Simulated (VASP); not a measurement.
# Li3Pr (Fm-3m) in VASP: further runs

The runs below take Li3Pr through single point, relaxation of the atoms, with PBE, AM05+D4.

All numbers are computed with VASP 6.6.1; they aren't measurements. Logs are shortened: lines on timing, memory, paths and dates and some standing lists are left out, and cuts for length are marked.

**1. The crystal as given**

It takes space group Fm-3m (No. 225, cubic). The conventional cell has a = 7.357 Å, b = 7.357 Å, c = 7.357 Å, α = 90.00°, β = 90.00°, γ = 90.00°. Around Pr (site symmetry m-3m) lie 8 Li at 3.19 Å. Around Li (site symmetry m-3m) lie 8 Li at 3.19 Å. Li (site symmetry -43m) is surrounded by 4 Pr at 3.19 Å and 4 Li at 3.19 Å.

The cell comes from a database or a generator and needn't be the stable form of this composition.

**2. Single point, PBE, collinear spin, ferromagnetic start**

File INCAR:

```
SYSTEM = Li3Pr
PREC     = Accurate       ! precision mode
ENCUT    = 520            ! plane-wave cutoff, eV
EDIFF    = 1E-6           ! SCF threshold, eV
ISMEAR   = 0              ! smearing method
SIGMA    = 0.1            ! smearing width, eV
LREAL    = .FALSE.        ! projectors in reciprocal space
LASPH    = .TRUE.         ! aspherical terms in the spheres
NELM     = 120            ! most SCF steps
ALGO     = Normal         ! electronic algorithm
ISIF     = 2              ! what is computed and relaxed
LWAVE    = .FALSE.        ! write WAVECAR
LCHARG   = .FALSE.        ! write CHGCAR
ISPIN    = 2              ! spin polarisation
MAGMOM   = 2 0 0 0        ! initial moments
LORBIT   = 11             ! projections on sites
LMAXMIX  = 6              ! l up to which the mixer works
GGA      = PE             ! functional
NBANDS   = 23             ! bands
```

File KPOINTS:

```
Automatic mesh
0
G
  6 6 6
  0 0 0
```

File POSCAR:

```
Li3Pr
1.0
    0.0000000000      3.6786180000      3.6786180000
    3.6786180000      0.0000000000      3.6786180000
    3.6786180000      3.6786180000      0.0000000000
Pr Li
1 3
Direct
    0.0000000000      0.0000000000      0.0000000000
    0.5000000000      0.5000000000      0.5000000000
    0.7500000000      0.7500000000      0.7500000000
    0.2500000000      0.2500000000      0.2500000000
```

Potentials or basis: VASP PAW PBE potentials, release 64 (Pr, Li_sv).

The run is started by

```
$ cat potpaw_PBE.64/Pr/POTCAR potpaw_PBE.64/Li_sv/POTCAR > POTCAR
$ mpirun -np 1 vasp_std > vasp.out
```

OUTCAR:

```text
SYSTEM = Li3Pr
   PREC = Accurate
   ENCUT = 520
   EDIFF = 1E-6
   ISMEAR = 0
   LREAL = .FALSE.
   LASPH = .TRUE.
   NELM = 120
   ISIF = 2
   ISPIN = 2
   LORBIT = 11
   GGA = PE

 ion  position               nearest neighbor table
   1  0.000  0.000  0.000-
   2  0.500  0.500  0.500-
   3  0.750  0.750  0.750-
   4  0.250  0.250  0.250-

  LATTYP: Found a face centered cubic cell.
 ALAT       =     7.3572360000

  Lattice vectors:

 A1 = (   0.0000000000,   3.6786180000,   3.6786180000)
 A2 = (   3.6786180000,   0.0000000000,   3.6786180000)
 A3 = (   3.6786180000,   3.6786180000,   0.0000000000)

Analysis of symmetry for initial positions (statically):
=====================================================================
 Subroutine PRICEL returns:
 Original cell was already a primitive cell.

 Routine SETGRP: Setting up the symmetry group for a
 face centered cubic supercell.

 Subroutine GETGRP returns: Found 48 space group operations
 (whereof 48 operations were pure point group operations)
 out of a pool of 48 trial point group operations.

The static configuration has the point symmetry O_h .

Analysis of symmetry for dynamics (positions and initial velocities):
=====================================================================
 Subroutine PRICEL returns:
 Original cell was already a primitive cell.

 Routine SETGRP: Setting up the symmetry group for a
 face centered cubic supercell.

 Subroutine GETGRP returns: Found 48 space group operations
 (whereof 48 operations were pure point group operations)
 out of a pool of 48 trial point group operations.

The dynamic configuration has the point symmetry O_h .

Analysis of structural, dynamic, and magnetic symmetry:
=====================================================================
 Subroutine PRICEL returns:
 Original cell was already a primitive cell.

 Routine SETGRP: Setting up the symmetry group for a
 face centered cubic supercell.

 Subroutine GETGRP returns: Found 48 space group operations
 (whereof 48 operations were pure point group operations)
 out of a pool of 48 trial point group operations.

The overall configuration has the point symmetry O_h .

 Subroutine INISYM returns: Found 48 space group operations
 (whereof 48 operations are pure point group operations),
 and found     1 'primitive' translations

----------------------------------------------------------------------------------------

                                     Primitive cell

  volume of cell :      99.5598

  direct lattice vectors                    reciprocal lattice vectors
     0.000000000  3.678618000  3.678618000    -0.135920609  0.135920609  0.135920609
     3.678618000  0.000000000  3.678618000     0.135920609 -0.135920609  0.135920609
     3.678618000  3.678618000  0.000000000     0.135920609  0.135920609 -0.135920609

  length of vectors
     5.202351466  5.202351466  5.202351466     0.235421401  0.235421401  0.235421401

  position of ions in fractional coordinates (direct lattice)
     0.000000000  0.000000000  0.000000000
     0.500000000  0.500000000  0.500000000
     0.750000000  0.750000000  0.750000000
     0.250000000  0.250000000  0.250000000

  ion indices of the primitive-cell ions
   primitive index   ion index
                 1           1
                 2           2
                 3           3
                 4           4

----------------------------------------------------------------------------------------

 KPOINTS: Automatic mesh

Automatic generation of k-mesh.
 Grid dimensions read from file:
 generate k-points for:    6    6    6

 Generating k-lattice:

  Cartesian coordinates                     Fractional coordinates (reciprocal lattice)
    -0.022653435  0.022653435  0.022653435     0.166666667  0.000000000  0.000000000
     0.022653435 -0.022653435  0.022653435     0.000000000  0.166666667  0.000000000
     0.022653435  0.022653435 -0.022653435     0.000000000  0.000000000  0.166666667

  Length of vectors
     0.039236900  0.039236900  0.039236900

  Shift w.r.t. Gamma in fractional coordinates (k-lattice)
     0.000000000  0.000000000  0.000000000

 Subroutine IBZKPT returns following result:
 ===========================================

 Found     16 irreducible k-points:

 Following reciprocal coordinates:
            Coordinates               Weight
  0.000000  0.000000  0.000000      1.000000
  0.166667  0.000000  0.000000      8.000000
  0.333333  0.000000  0.000000      8.000000
  0.500000  0.000000  0.000000      4.000000
  0.166667  0.166667  0.000000      6.000000
  0.333333  0.166667  0.000000     24.000000
[... 8 lines left out ...]
 -0.333333  0.333333  0.166667     24.000000
 -0.333333  0.500000  0.166667     12.000000
   k-points           NKPTS =     16   k-points in BZ     NKDIM =     16   number of bands    NBANDS=     23
   number of dos      NEDOS =    301   number of ions     NIONS =      4
   total plane-waves  NPLWV =  64000
   dimension x,y,z NGX =    40 NGY =   40 NGZ =   40
   dimension x,y,z NGXF=    80 NGYF=   80 NGZF=   80
   ions per type =               1   3
   NGX,Y,Z   is equivalent  to a cutoff of  12.78, 12.78, 12.78 a.u.
   NGXF,Y,Z  is equivalent  to a cutoff of  25.56, 25.56, 25.56 a.u.
 SYSTEM =  Li3Pr
   PREC   = accura    normal or accurate (medium, high low for compatibility)
   ISTART =      0    job   : 0-new  1-cont  2-samecut
   ICHARG =      2    charge: 1-file 2-atom 10-const
   ISPIN  =      2    spin polarized calculation?
   LNONCOLLINEAR =      F non collinear calculations
   LSORBIT =      F    spin-orbit coupling
   LASPH  =      T    aspherical Exc in radial PAW
   ENCUT  =  520.0 eV  38.22 Ry    6.18 a.u.   9.67  9.67  9.67*2*pi/ulx,y,z
   NELM   =    120;   NELMIN=  2; NELMDL= -5     # of ELM steps
   EDIFF  = 0.1E-05   stopping-criterion for ELM
   LREAL  =      F    real-space projection
[... 7 lines left out ...]
   TEBEG  =    0.0;   TEEND  =   0.0 temperature during run
   PSTRESS=    0.0 pullay stress
   NELECT =      22.0000    total number of electrons
   NUPDOWN=      -1.0000    fix difference up-down
   EMIN   =  10.00;   EMAX   =-10.00  energy-range for DOS
   EFERMI =   0.00;   METHOD = LEGACY
   ISMEAR =     0;   SIGMA  =   0.10  broadening in eV -4-tet -1-fermi 0-gaus
   EFERMI_NEDOS =   21; number of points for ismear=-14 and -15
   IALGO  =     38    algorithm
   IMIX   =      4    mixing-type and parameters
     AMIX     =   0.40;   BMIX     =  1.00
     AMIX_MAG =   1.60;   BMIX_MAG =  1.00
  volume/ion in A,a.u.               =      24.89       167.97
  Fermi-wavevector in a.u.,A,eV,Ry     =   0.989740  1.870337 13.328061  0.979585
  Thomas-Fermi vector in A             =   2.121360
   LORBIT       =     11    0 simple, 1 ext, 2 COOP (PROOUT), +10 PAW based schemes
   GGA     = PE    functional components
   LHFCALC =     F    Hartree Fock is set to
   AEXX    =    0.0000 exact exchange contribution
   IVDW    =     0    specifies the selected vdW correction
   LEPSILON=     F    determine dielectric tensor
   LRPA    =     F    only Hartree local field effects (RPA)
 spin polarized calculation
 Gauss-broadening in eV      SIGMA  =   0.10
  energy-cutoff  :      520.00
  volume of cell :       99.56
 maximum number of plane-waves:      2733
 NGX is ok and might be reduce to    40
   NGX = 19   NGY = 19   NGZ = 19

 number of electron      22.0000013 magnetization       3.9544306

 Free energy of the ion-electron system (eV)
  ---------------------------------------------------
  ext. energy  EPLUGINS =         0.00000000
  ---------------------------------------------------
  free energy    TOTEN  =       -10.46557944 eV

  energy without entropy =      -10.42821954  energy(sigma->0) =      -10.44689949

 E-fermi :   2.3395     XC(G=0):  -7.9685

 val. band max:        2.3293990689   @ k =   0.3333   0.1667   0.0000
 cond. band min:       2.3409016328   @ k =   0.1667   0.0000   0.0000
 fundamental gap:      0.0115025639
 Fermi energy:         2.3394811981

 spin component 1

 k-point     1 :       0.0000    0.0000    0.0000
  band No.  band energies     occupation
      1     -43.9791      1.00000
      2     -43.9769      1.00000
      3     -43.6276      1.00000
      4     -33.8124      1.00000
      5     -15.9032      1.00000
      6     -15.9032      1.00000
[... 15 lines left out ...]
     22       5.9084      0.00000
     23       5.9084      0.00000
[... 366 lines left out ...]
  band No.  band energies     occupation
      1     -43.9781      1.00000
      2     -43.9777      1.00000
      3     -43.6276      1.00000
      4     -33.8112      1.00000
      5     -15.9363      1.00000
      6     -15.9265      1.00000
[... 15 lines left out ...]
     22       4.3621      0.00000
     23       5.5775      0.00000
 Fermi energy:         2.3394811981

 spin component 2

 k-point     1 :       0.0000    0.0000    0.0000
  band No.  band energies     occupation
      1     -43.9125      1.00000
      2     -43.9105      1.00000
      3     -43.6143      1.00000
      4     -32.5790      1.00000
      5     -14.8874      1.00000
      6     -14.8874      1.00000
[... 15 lines left out ...]
     22       6.3276      0.00000
     23       6.3276      0.00000
[... 367 lines left out ...]
      1     -43.9115      1.00000
      2     -43.9112      1.00000
      3     -43.6143      1.00000
      4     -32.5776      1.00000
      5     -14.9225      1.00000
      6     -14.9121      1.00000
[... 15 lines left out ...]
     22       5.1646      0.00000
     23       6.2451      0.00000

------------------------ aborting loop because EDIFF is reached ----------------------------------------

  FORCE on cell =-STRESS in cart. coord.  units (eV):
  Direction    XX          YY          ZZ          XY          YZ          ZX
  --------------------------------------------------------------------------------------
  -------------------------------------------------------------------------------------
  Total        0.3764833      0.3764833      0.3764833      0.0000000      0.0000000     -0.0000000
  in kB        6.0585995      6.0585995      6.0585995      0.0000000      0.0000000     -0.0000000
  external PRESSURE =       6.0585995 kB  Pullay stress =       0.0000000 kB

 VOLUME and BASIS-vectors are now :
 -----------------------------------------------------------------------------
  energy-cutoff  :      520.00
  volume of cell :       99.56
      direct lattice vectors                 reciprocal lattice vectors
     0.000000000  3.678618000  3.678618000    -0.135920609  0.135920609  0.135920609
     3.678618000  0.000000000  3.678618000     0.135920609 -0.135920609  0.135920609
     3.678618000  3.678618000  0.000000000     0.135920609  0.135920609 -0.135920609

 POSITION                                       TOTAL-FORCE (eV/Angst)
 -----------------------------------------------------------------------------------
      0.00000      0.00000      0.00000         0.000000      0.000000      0.000000
      3.67862      3.67862      3.67862         0.000000      0.000000      0.000000
      5.51793      5.51793      5.51793        -0.000000      0.000000      0.000000
      1.83931      1.83931      1.83931         0.000000     -0.000000     -0.000000
 -----------------------------------------------------------------------------------
    total drift:                               -0.000000      0.000000      0.000000

  FREE ENERGIE OF THE ION-ELECTRON SYSTEM (eV)
  ---------------------------------------------------
  free  energy   TOTEN  =       -10.4655794370 eV

  energy  without entropy=      -10.4282195410  energy(sigma->0) =      -10.44689949

 total charge

# of ion       s       p       d       f       tot
--------------------------------------------------
    1        1.980   5.328   0.447   2.276  10.030
    2        2.034   0.041   0.000   0.000   2.074
    3        2.042   0.048   0.000   0.000   2.090
    4        2.042   0.048   0.000   0.000   2.090
--------------------------------------------------
tot          8.098   5.464   0.447   2.276  16.284

 magnetization (x)

# of ion       s       p       d       f       tot
--------------------------------------------------
    1       -0.015  -0.029   0.254   2.267   2.477
    2       -0.002   0.012   0.000   0.000   0.010
    3        0.011   0.019   0.000   0.000   0.029
    4        0.011   0.019   0.000   0.000   0.029
--------------------------------------------------
tot          0.004   0.020   0.254   2.267   2.545
```

Run time: 85 s. Hardware: 1 thread of Intel Xeon 6975P-C (Granite Rapids), shared host; peak memory 0.31 GiB.

What came out:

```yaml
Free_energy: -10.4656 eV
Band_gap_on_the_k_mesh: none (metal or under the smearing width)
Net_moment: 3.95 μB per cell
Site_moments: Pr +2.48; Li +0.01, +0.03 μB
Valence_electrons_inside_the_program's_atomic_spheres: Pr 10.03; Li 2.07, 2.09
```

Caveat: the cutoff is under 1.25 times the usual one of these potentials, so pressure, stress and relaxed cells hold a basis-set (Pulay) error; the magnetic or orbital state may not be the lowest; spin-orbit coupling is left out, which moves the levels of the heavy elements; without U or exact exchange the open f shell lies at the Fermi level, which spoils levels, moments and volumes. The state reached can hang on the start; a lower one may exist.

**3. Relaxation of the atoms, AM05+D4, collinear spin, random start (volume scaled by 0.88)**

File run.py:

```python
from ase.calculators.vasp import Vasp
from ase.io import read

atoms = read('POSCAR')
atoms.set_initial_magnetic_moments([1.59, 0.0, 0.0, 0.0])
calc = Vasp(
    directory='calc',
    xc='am05',
    pp='PBE',
    setups='recommended',
    prec='Accurate',
    encut=520,
    ediff=1e-06,
    ismear=1,
    sigma=0.2,
    lreal=False,
    lasph=True,
    nelm=150,
    algo='Normal',
    isif=2,
    lwave=False,
    lcharg=False,
    ispin=2,
    lorbit=11,
    lmaxmix=6,
    ivdw=13,
    ibrion=3,
    nsw=60,
    ediffg=-0.01,
    potim=0.2,
    smass=0.4,
    kpts=[2, 2, 2],
    gamma=True,
)
atoms.calc = calc

print('energy (eV):', atoms.get_potential_energy())
print('free energy (eV):', atoms.get_potential_energy(force_consistent=True))
print('forces (eV/A):')
print(atoms.get_forces())
print('stress (eV/A^3, Voigt):', atoms.get_stress())
print('Fermi level (eV):', calc.get_fermi_level())
print('moment (muB):', atoms.get_magnetic_moment())
print('site moments (muB):', atoms.get_magnetic_moments())
print('cell (A, degrees):', atoms.cell.cellpar())
print('volume (A^3):', atoms.get_volume())
print('scaled positions:')
print(atoms.get_scaled_positions())
```

File POSCAR:

```
Li3Pr
1.0
    0.0000000000      3.5251606663      3.5251606663
    3.5251606663      0.0000000000      3.5251606663
    3.5251606663      3.5251606663      0.0000000000
Pr Li
1 3
Direct
    0.0000000000      0.0000000000      0.0000000000
    0.5000000000      0.5000000000      0.5000000000
    0.7500000000      0.7500000000      0.7500000000
    0.2500000000      0.2500000000      0.2500000000
```

Potentials or basis: VASP PAW PBE potentials, release 64 (Pr_3, Li_sv), 4f in core.

The run is started by

```
$ python run.py
```

Wall time 15 s (1 thread of Intel Xeon 6975P-C (Granite Rapids), shared host); peak memory 0.27 GiB.

These settings aren't checked as converged (typed here: k = 2 × 2 × 2; IBRION = 3; POTIM = 0.2; SMASS = 0.4): the numbers below hold their error.

Results:

```yaml
Free_energy: -9.9579 eV
Band_gap_on_the_k_mesh: none (metal or under the smearing width)
Net_moment: 1.27 μB per cell
Site_moments: Pr +0.36; Li +0.01, +0.03 μB
Valence_electrons_inside_the_program's_atomic_spheres: Pr 8.74; Li 2.10, 2.12
Dispersion_energy_per_atom: -0.041 eV
```

Caveat: the k mesh is coarse (spacing up to 0.77 Å⁻¹), so the values aren't converged; the cutoff is under 1.25 times the usual one of these potentials, so pressure, stress and relaxed cells hold a basis-set (Pulay) error; the magnetic or orbital state may not be the lowest; the relaxation stopped at its first step, so nothing moved; the PAW data sets were made with another functional, which shifts forces and pressure a little; spin-orbit coupling is left out, which moves the levels of the heavy elements; the 4f electrons are frozen in the core as for a trivalent ion, so they carry no moment and show no levels; pairwise dispersion overbinds metals, which lowers pressure and volume.
